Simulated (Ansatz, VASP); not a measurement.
## SnO (tetragonal SnO monolayer): VASP beside Ansatz

Wanted: the spread between two codes on one cell, functional and k mesh. The structure shown is the start of the Ansatz relaxation below; VASP solves that cell, so the two are compared at the walk's first step.

Main program and level: Ansatz 0.2.0; plane waves, with VASP 6.6.1 beside it; single point at PBE with D3(BJ).

## (1) Set-up

The cell holds 4 atoms: 2 Sn and 2 O. Its edges and angles: a = 3.850 Å, b = 3.850 Å, c = 33.814 Å, α = 90.0°, β = 90.0°, γ = 90.0°. Vacuum lies along c.

## (2) Ansatz: relaxation, PBE with D3(BJ)

Ansatz runs on its default PAW (the set named soft_2) files.

The two programs are compared at the cell with which this relaxation starts, whose forces are those of its first step.

File input.yaml:

```yaml
crystal:
  lattice:
    - [3.85, 0.0, 0.0]
    - [0.0, 3.85, 0.0]
    - [0.0, 0.0, 33.8142135623]
  atoms:
    - { symbol: Sn, position: [0.5, 0.0, 0.4790884747] }
    - { symbol: O, position: [0.0, 0.0, 0.5] }
    - { symbol: O, position: [0.5, 0.5, 0.5] }
    - { symbol: Sn, position: [0.0, 0.5, 0.5209115253] }
  periodic: [true, true, false]
kpoints:
  mp_grid: { grid: [8, 8, 1] }
hamiltonian:
  xc: pbe
  dispersion: d3bj
scf:
  occupations: { method: fermi_dirac, width: 0.05 }
  convergence: { dr2_threshold: 1.0e-09 }
relax:
  f_tol: 0.004
  max_steps: 90
  cell: {}
output:
  write_potential: true
  write_density: true
  volumetric_format: npy
```

The run is started by

```sh
$ ansatz run input.yaml --threads 2 --pin off --max-ram 3072MiB --backend cpu --events-out ev --progress --plain --runs-dir out
```

Numbers of over 12 decimals in the logs are rounded to 6 here.

Output:

```text
Warning: relax.cell: scf.convergence.dr2_threshold = 1e-9 eV is looser than the 3.07020944278e-10 eV advised for a relaxation that steers and ends on the stress (1e-10 eV for each atom of the cell: 4, times the square of relax.cell.stress_2d_tol = 0.05 N/m over 11.4 Å (the atoms' height at the walk's start and 5 Å past either face), 4.381e-2 GPa, over a crystal's default 0.05). What an SCF threshold leaves in a stress goes as its square root, and in the free energy as the threshold itself, and one threshold admits the most on a small cell: [figures from the program's tests cut] Set scf.convergence.dr2_threshold to 3.07020944278e-10 eV or tighter. [rest of the remark cut]
Engine: ansatz 0.2.0, x86_64-unknown-linux-gnu
Pseudopotentials: kind: paw
Pseudopotential: Sn, paw, valence charge 14, recommended cutoff 420 eV (normal), Sn.paw.azcp
Pseudopotential: O, paw, valence charge 6, recommended cutoff 420 eV (normal), O.paw.azcp
Functional definition: PBE
  parameter kappa = 0.804
  parameter beta = 0.066725
  exchange = pbe_x(kappa = kappa, mu = beta*pi^2/3)
  correlation = pbe_c(beta = beta)
Crystal: 4 atoms, lattice volume = 501.211 Å³
Basis set: ecut = 420 eV, 9841 PW (Γ), exchange–correlation on 54×54×480 points (8 copies of the dense FFT grid, shifted against one another)
Bands: 24, of which v1, the nominal top of the filled ones, is band 20 counted from 1 (19 counted from 0)
Symmetry: 16 space group operations
Space group: P4/nmm (ITA 129), of the structure as read, at distance tolerance 7.9e-5 Å
k-points: 15 of 64
Non-local potential: Sn, projectors of the file, l = 0: 2, l = 1: 2, l = 2: 2, l = 3: 2
Non-local potential: O, projectors of the file, l = 0: 2, l = 1: 2, l = 2: 1
PAW form: soft (Blöchl's): semilocal exchange-correlation on the pseudo side does not see the compensation charge
PAW one-centre angular grid: Sn, 590 points (default); XC on 64 Gauss nodes
PAW one-centre angular grid: O, 110 points (default); XC on 64 Gauss nodes
Initial density: superposition of atomic densities (neutral atoms: chi_scale 0, normalization atom), corrected by the library's trained network
Initial wavefunctions: pseudopotential atomic-orbital guess
Functional: x = pbe(κ = 0.804, μ = 0.219515), c = pbe(β = 0.066725)
SCF iter   1: F=—  HF=-13179.996861 eV  |F-HF|=—  |Δ(HF+E_count)|=         —  Δρ=3.48e-3  dr2=5.42e-2  ethr=1.77e-3  ⟨swp⟩=11.9  Hψ=2724  notcnv=0
preconditioner: auto → Resta (q_TF=auto, 1.790 Å⁻¹)  ε∞=1.3  [insulator: Δε(μ)=1.015 eV  Ē_g=18.739 eV  σ=0.050 eV  W_gap=1.00  n_scr=46 (ndim 8)  ℏωp=10.5 eV  f_vac=0.821  D(μ)=0.00/eV (n_scr^D=0)  ε∞_Penn≈1.3  vacuum switching on, ρ_ref=2.5e-2 e/Å³]
SCF iter   2: F=—  HF=-13180.006216 eV  |F-HF|=—  |Δ(HF+E_count)|=   9.35e-3  Δρ=1.74e-3  dr2=1.17e-2  ethr=1.35e-4  ⟨swp⟩=4.1  Hψ=984  notcnv=0
SCF iter   3: F=—  HF=-13180.013299 eV  |F-HF|=—  |Δ(HF+E_count)|=   7.08e-3  Δρ=9.98e-4  dr2=4.10e-3  ethr=2.92e-5  ⟨swp⟩=3.6  Hψ=885  notcnv=0
SCF iter   4: F=—  HF=-13180.017277 eV  |F-HF|=—  |Δ(HF+E_count)|=   3.98e-3  Δρ=2.97e-4  dr2=4.30e-4  ethr=1.03e-5  ⟨swp⟩=4.1  Hψ=742  notcnv=0
SCF iter   5: F=—  HF=-13180.017493 eV  |F-HF|=—  |Δ(HF+E_count)|=   2.16e-4  Δρ=5.89e-5  dr2=1.22e-5  ethr=1.08e-6  ⟨swp⟩=3.7  Hψ=940  notcnv=0
SCF iter   6: F=—  HF=-13180.017462 eV  |F-HF|=—  |Δ(HF+E_count)|=   3.05e-5  Δρ=1.51e-5  dr2=5.56e-7  ethr=3.05e-8  ⟨swp⟩=3.3  Hψ=773  notcnv=0
SCF iter   7: F=—  HF=-13180.017309 eV  |F-HF|=—  |Δ(HF+E_count)|=   1.53e-4  Δρ=2.08e-6  dr2=1.94e-8  ethr=1.39e-9  ⟨swp⟩=3.5  Hψ=837  notcnv=0
SCF iter   8: F=-13180.017309 eV  HF=-13180.017309 eV  |F-HF|=1.09e-11  |Δ(HF+E_count)|=   1.78e-7  Δρ=3.73e-7  dr2=7.35e-10  ethr=2.50e-12  ⟨swp⟩=12.1  Hψ=3703  notcnv=0
SCF 1 converged in 8 iterations: F = -13180.017309 eV  dr2 = 7.35e-10
  greatest PAW one-centre occupation: 0.996 electrons in one spin orbital (limit 2), on the Sn atom at site 3 (counted from 0), in its partial waves of l = 2
relax step   1: F+E_penalty+E_count = -13180.01730917 eV  Δ(F+E_penalty+E_count) = +0.000e0 eV  max|allowed force component| = 7.603e0 eV/Å  Δτ_max = 0.0000 Å  P = +22.712 N/m  Ω = 501.211 Å³  fix = [c, alpha, beta]  reactions: c +0.000 N/m  (8 SCF iters, accepted)
[...]
relax step   7: F+E_penalty+E_count = -13183.81399718 eV  Δ(F+E_penalty+E_count) = -1.299e-3 eV  max|allowed force component| = 5.184e-4 eV/Å  Δτ_max = 0.0026 Å  P = +0.003 N/m  Ω = 493.932 Å³  energy of the carried Pulay correction = +2.918e-3 eV  fix = [c, alpha, beta]  reactions: c +0.000 N/m  (7 SCF iters, accepted)
[...]
relax step   8: F+E_penalty+E_count = -13183.81121742 eV  Δ(F+E_penalty+E_count) = +2.780e-3 eV  max|allowed force component| = 1.261e-3 eV/Å  Δτ_max = 0.0000 Å  P = -0.026 N/m  Ω = 493.932 Å³  fix = [c, alpha, beta]  reactions: c +0.000 N/m  stress off target by 2.60e-2 N/m on what of the cell is left free  SCF on the basis re-selected at this cell (its energy is not comparable with the rows above)  (5 SCF iters)
basis re-selected at this cell: Δ(F+E_penalty+E_count) = +2.780e-3 eV, ΔP = -0.029 N/m vs the last step (what re-selecting the basis moved, of the pressure what is left beyond the Pulay correction that the steps carried, after the strain that the cell walked since its last selection, with what the two solves' SCF thresholds leave and, on support functions, any second-order correction that the steps lacked; it is no m [...]
WARN: The output density's exchange-correlation potential varies sharply where the density is thin. Do not read a vacuum level from v_tot or v_xc, or from such a field of the output density. On a cell that repeats whose density bears no net charge and no dipole along the vacuum's axis use v_es (v_loc + v_h of the components); under efield.dipole_correction with no amplitude use v_es + v_field, which holds any externa [...]
SCF converged after 5 iterations
Free energy (F): -13183.811217 eV
Harris-Foulkes:  -13183.811217 eV  (|F-HF|=2.47e-10)
Internal energy: -13183.811217 eV  (E = F + TS)
E sigma→0 (E₀):  -13183.811217 eV
Fermi energy:    -3.849793 eV
--- Per-component energies (eV) ---
  E_band       = -741.525435
  E_kinetic    = 722.249321
  E_local      = -73946.157264  (includes V_loc(G=0)·N_el)
  E_nonlocal   = 31.715968
  E_hartree    = 36804.976056
  E_xc         = -912.393113
  E_vxc        = -379.574674  (∫ρ·V_xc dr)
  E_paw        = -8587.524046  (= ΣΔE_a)
  E_vpaw       = -779.715038  (= ΣTr[D̂ρ^β])
  E_aug_tail   = 0.004809  (compensation charges beyond the density's cutoff)
  E_ewald      = 32703.864965
  E_disp       = -0.547912  (pairwise vdW)
  E_smearing   = -0.000000  (= −TS)
  E_closure    = 0.000000  (closes the sum)
  Σ components = -13183.811217   (vs F -13183.811217, Δ=0.00e0)
--- Forces (eV/Å), atoms counted from 1 ---
  atom   1  Sn     0.00000000     0.00000000    -0.00126060
  atom   2  O     -0.00000000     0.00000000     0.00000000
  atom   3  O     -0.00000000     0.00000000     0.00000000
  atom   4  Sn     0.00000000     0.00000000     0.00126060
  max |Σ_I F_I| component: 1.11e-16 eV/Å
--- 2D stress c σ (N/m, compression-positive) ---
       -0.026025       0.000000       0.000000
        0.000000      -0.026025       0.000000
        0.000000       0.000000       0.000000
  P = ½ c Tr σ = -0.0260 N/m
--- Band table (eV; the first three rows and the last of 15) ---
  k-point 0: bands = [... 16 lower, -7.4578, -7.0531, -7.0531, -5.4481, -2.2813, -2.1953, -0.1854, -0.0740]
  k-point 1: bands = [... 16 lower, -7.6388, -7.1894, -7.0167, -5.4278, -1.9248, -1.8875, -0.4432, -0.0133]
  k-point 2: bands = [... 16 lower, -7.9585, -7.5645, -6.8861, -5.4106, -1.3833, -1.3300 (-1.3300°), -1.0980, -0.0986]
  k-point 14: bands = [... 16 lower, -6.4083, -6.4083, -6.0758, -6.0758, -2.2764, -2.2764, -0.1676, -0.1676]
  ° read free of the cell's end (the report's vacuum.weakly_bound_levels)
--- Relaxed structure (7 steps of the walk, 7 accepted, 1 SCFs on fresh bases) ---
  F+E_penalty+E_count = -13183.81121742 eV   max|allowed force component| = 1.261e-3 eV/Å   (the final SCF, on the basis selected at the relaxed cell)
  cell:  # Å, volume = 493.9322 Å³
    - [3.821941, 0, 0.0]
    - [0, 3.821941, 0.0]
    - [0.0, 0.0, 33.8142135623]
  atoms:
    - { symbol: Sn, position: [0.5, 0, 0.465059] }
    - { symbol: O, position: [0, 0, 0.5] }
    - { symbol: O, position: [0.5, 0.5, 0.5] }
    - { symbol: Sn, position: [0, 0.5, 0.534941] }
```

## (3) VASP: single point, PBE with D3(BJ), start cell

The same cell, functional, mesh and smearing now go to VASP, with its own data sets.

Lines of VASP's logs that name or quote its potential files are left out, and so is its time.

File INCAR:

```
SYSTEM = SnO
PREC = Accurate
ENCUT = 520
EDIFF = 1E-06
NELM = 120
ISMEAR = -1
SIGMA = 0.05
LREAL = .FALSE.
ALGO = Normal
GGA = PE
IVDW = 12
NBANDS = 26
LORBIT = 11
LWAVE = .FALSE.
LCHARG = .FALSE.
ISIF = 2
LDIPOL = .TRUE.
IDIPOL = 3
DIPOL = 0.5 0.5 0.5
LVHAR = .TRUE.
LASPH = .TRUE.
GGA_COMPAT = .FALSE.
EFERMI = MIDGAP
NELMDL = -8
```

File POSCAR:

```
SnO
1.0
    3.8500000000      0.0000000000      0.0000000000
    0.0000000000      3.8500000000      0.0000000000
    0.0000000000      0.0000000000     33.8142140000
Sn O
2 2
Direct
    0.5000000000      0.0000000000      0.4790884685
    0.0000000000      0.5000000000      0.5209115315
    0.0000000000      0.0000000000      0.5000000000
    0.5000000000      0.5000000000      0.5000000000
```

File KPOINTS:

```
Automatic mesh
0
Gamma
8 8 1
0 0 0
```

Potentials, in the order of the species: Sn_d and O (PBE family, release 64).

The run is started by

```sh
$ mpirun -np 1 vasp_std
```

Output:

```text
[banner, memory and clock lines left out]
running    1 mpi-ranks, on    1 nodes
 distrk:  each k-point on    1 cores,    1 groups
 distr:  one band on    1 cores,    1 groups

 POSCAR found type information on POSCAR SnO
 POSCAR found :  2 types and       4 ions
 LDA part: xc-table for (Slater+PW92), standard interpolation
 POSCAR, INCAR and KPOINTS ok, starting setup
 FFT: planning ... GRIDC
 FFT: planning ... GRID_SOFT
 FFT: planning ... GRID
 WAVECAR not read
 entering main loop
       N       E                     dE             d eps       ncg     rms          rms(c)
DAV:   1     0.329738759064E+03    0.32974E+03   -0.17921E+04  1020   0.120E+03
DAV:   2     0.400665438032E+02   -0.28967E+03   -0.28311E+03   996   0.283E+02
DAV:   3    -0.202636586332E+02   -0.60330E+02   -0.59984E+02  1064   0.143E+02
DAV:   4    -0.227105317454E+02   -0.24469E+01   -0.24427E+01   940   0.308E+01
DAV:   5    -0.227544970981E+02   -0.43965E-01   -0.43923E-01  1008   0.454E+00
DAV:   6    -0.227562317784E+02   -0.17347E-02   -0.17336E-02  1086   0.902E-01
DAV:   7    -0.227563096211E+02   -0.77843E-04   -0.77819E-04  1122   0.172E-01
DAV:   8    -0.227563132611E+02   -0.36400E-05   -0.36392E-05  1056   0.300E-02    0.131E+01
DAV:   9    -0.186217262347E+02    0.41346E+01   -0.20230E+01  1202   0.461E+01    0.510E+00
DAV:  10    -0.187001758854E+02   -0.78450E-01   -0.21637E+00   814   0.884E+00    0.299E+00
DAV:  11    -0.186766214489E+02    0.23554E-01   -0.49882E-01  1206   0.834E+00    0.116E+00
DAV:  12    -0.186621305989E+02    0.14491E-01   -0.15101E-01  1272   0.416E+00    0.293E-01
DAV:  13    -0.186640154038E+02   -0.18848E-02   -0.11575E-02   872   0.761E-01    0.136E-01
DAV:  14    -0.186646949187E+02   -0.67951E-03   -0.20807E-03  1162   0.447E-01    0.753E-02
[...]
DAV:  18    -0.186648900516E+02   -0.83166E-04   -0.47660E-06   760   0.171E-02    0.517E-03
DAV:  19    -0.186649841773E+02   -0.94126E-04   -0.16602E-05   888   0.444E-02    0.635E-03
DAV:  20    -0.186650168787E+02   -0.32701E-04   -0.50776E-06   902   0.240E-02    0.163E-03
DAV:  21    -0.186650254381E+02   -0.85595E-05   -0.49187E-07   692   0.461E-03    0.170E-03
DAV:  22    -0.186650304914E+02   -0.50533E-05   -0.17013E-07   686   0.476E-03    0.291E-04
DAV:  23    -0.186650341534E+02   -0.36620E-05   -0.13454E-07   670   0.250E-03    0.928E-04
DAV:  24    -0.186650357188E+02   -0.15653E-05   -0.10336E-07   670   0.508E-03    0.203E-04
DAV:  25    -0.186650359900E+02   -0.27120E-06   -0.16449E-08   646   0.117E-03
   1 F= -.19233185E+02 E0= -.19233180E+02  d E =-.867967E-05
```

OUTCAR, selected parts (step 3):

```text
ion  position               nearest neighbor table
   1  0.500  0.000  0.479-   3 2.05   4 2.05   4 2.05   3 2.05   2 3.07   2 3.07   2 3.07   2 3.07

  LATTYP: Found a simple tetragonal cell.
 ALAT       =     3.8500000000
 C/A-ratio  =     8.7829127273

 Subroutine GETGRP returns: Found 16 space group operations
 (whereof  8 operations were pure point group operations)

The static configuration has the point symmetry D_2d.
 The point group associated with its full space group is D_4h.

 Found     15 irreducible k-points:

   k-points           NKPTS =     15   k-points in BZ     NKDIM =     15   number of bands    NBANDS=     26

   dimension x,y,z NGX =    30 NGY =   30 NGZ =  252
   dimension x,y,z NGXF=    60 NGYF=   60 NGZF=  504

   ENCUT  =  520.0 eV  38.22 Ry    6.18 a.u.   7.16  7.16 62.87*2*pi/ulx,y,z

   NELECT =      40.0000    total number of electrons

 k-points in reciprocal lattice and weights: Automatic mesh
   0.00000000  0.00000000  0.00000000       0.016
   0.12500000  0.00000000  0.00000000       0.062
   0.25000000  0.00000000  0.00000000       0.062
   0.37500000  0.00000000  0.00000000       0.062
   0.50000000  0.00000000  0.00000000       0.031
   0.12500000  0.12500000  0.00000000       0.062
   0.25000000  0.12500000  0.00000000       0.125
   0.37500000  0.12500000  0.00000000       0.125
   0.50000000  0.12500000  0.00000000       0.062
[...]
0.50000000  0.37500000  0.00000000       0.062
   0.50000000  0.50000000  0.00000000       0.016

 dipolmoment           0.000000      0.000000      0.000000 electrons x Angstroem

 average (electrostatic) potential at core
       1-110.1232       2-110.1232       3 -80.3200       4 -80.3200

 E-fermi :  -2.7052

 k-point     1 :       0.0000    0.0000    0.0000
  band No.  band energies     occupation
    ...
     16      -8.7121      2.00000
     17      -8.7121      2.00000
     18      -7.5833      2.00000
     19      -6.9280      2.00000
     20      -4.1459      2.00000
     21      -2.2825      0.00043
     22      -1.3143      0.00000
     23       1.4777      0.00000
     24       1.5252      0.00000
     25       1.7682      0.00000
    ...

 k-point     2 :       0.1250    0.0000    0.0000
  band No.  band energies     occupation
    ...
     16      -9.4160      2.00000
     17      -8.8332      2.00000
     18      -7.6779      2.00000
     19      -6.2785      2.00000
     20      -3.8337      2.00000
     21      -2.1203      0.00002
     22      -1.0959      0.00000
     23       1.4283      0.00000
     24       1.6129      0.00000
     25       1.8630      0.00000
    ...

 k-point     3 :       0.2500    0.0000    0.0000
  band No.  band energies     occupation
    ...
     16     -10.4577      2.00000
     17      -9.1775      2.00000
     18      -8.0127      2.00000
     19      -5.2874      2.00000
     20      -3.3669      2.00000
     21      -1.4280      0.00000
     22      -0.6154      0.00000
     23       0.9610      0.00000
     24       1.9271      0.00000
     25       2.2909      0.00000
    ...

 Edisp (eV)   -0.56815

  Total      21.51645    21.51645    10.81571     0.00000     0.00000     0.00000
  in kB      68.77973    68.77973    34.57362     0.00000     0.00000     0.00000
  external pressure =       57.38 kB  Pullay stress =        0.00 kB

  energy-cutoff  :      520.00
  volume of cell :      501.21
      direct lattice vectors                 reciprocal lattice vectors
     3.850000000  0.000000000  0.000000000     0.259740260  0.000000000  0.000000000
     0.000000000  3.850000000  0.000000000     0.000000000  0.259740260  0.000000000
     0.000000000  0.000000000 33.814214000     0.000000000  0.000000000  0.029573362

 POSITION                                       TOTAL-FORCE (eV/Angst)
 -----------------------------------------------------------------------------------
      1.92500      0.00000     16.20000        -0.000000      0.000000     -7.699638
      0.00000      1.92500     17.61421        -0.000000      0.000000      7.699638
      0.00000      0.00000     16.90711         0.000000     -0.000000      0.000000
      1.92500      1.92500     16.90711         0.000000      0.000000      0.000000
 -----------------------------------------------------------------------------------
    total drift:                                0.000000      0.000000      0.000000

  FREE ENERGIE OF THE ION-ELECTRON SYSTEM (eV)
  ---------------------------------------------------
  free  energy   TOTEN  =       -19.2331848293 eV

  energy  without entropy=      -19.2331761496  energy(sigma->0) =      -19.23318049

 vacuum level on the upper side and lower side of the slab         1.701         1.701

 total charge
# of ion       s       p       d       tot
------------------------------------------
    1        1.309   0.983  10.218  12.511
    2        1.309   0.983  10.218  12.511
    3        1.594   3.575   0.000   5.169
    4        1.594   3.575   0.000   5.169
--------------------------------------------------
tot          5.806   9.116  20.437  35.359

[... 3 further parts left out ...]
```

## (4) Side by side

Known differences besides the potentials themselves: Ansatz cuts the interaction across the vacuum, VASP repeats the sheet with a dipole correction; the cutoff is 420 eV in Ansatz and 520 eV in VASP. Total energies have different zeros and are not compared.

Forces (eV/Å; atoms numbered as in POSCAR):

```tsv
atom	Ansatz x, y, z	VASP x, y, z
Sn1	0.000, 0.000, -7.603	0.000, 0.000, -7.700
Sn2	0.000, 0.000, 7.603	0.000, 0.000, 7.700
O3	0.000, 0.000, 0.000	0.000, 0.000, 0.000
O4	0.000, 0.000, 0.000	0.000, 0.000, 0.000
```

The forces differ by 40 meV/Å r.m.s., which is 1.3 % of the r.m.s. force of 3.143 eV/Å (both taken over all components). With vacuum in the cell, a pressure given here is an average over mostly empty space and none of the material.

## (5) Results

```yaml
r_m_s_force_difference_single_point_pbe_with_d3_bj_start_cell: 1.3 % of the r.m.s. force
```

In words: The r.m.s. force difference is 1.3 % of the r.m.s. force (single point, PBE with D3(BJ), start cell), within the 3 % picked in this series as the mark of a large difference. 1 further run of this series is not shown here. How closely two codes agree says nothing of how well the functional describes the real material.

[Lines on the potential files, build, host, timing and source positions are cut from VASP's logs without a mark.]

[Logs are printed without paths, hosts, clocks, repeated set-up lines and the standing remarks that a program may print on its own settings, such as how far it seeks lower states.]

[Hosts, paths, dates, database ids (printed as entryN), source tags and the programs' standing remarks are cut or masked in the printed files.]
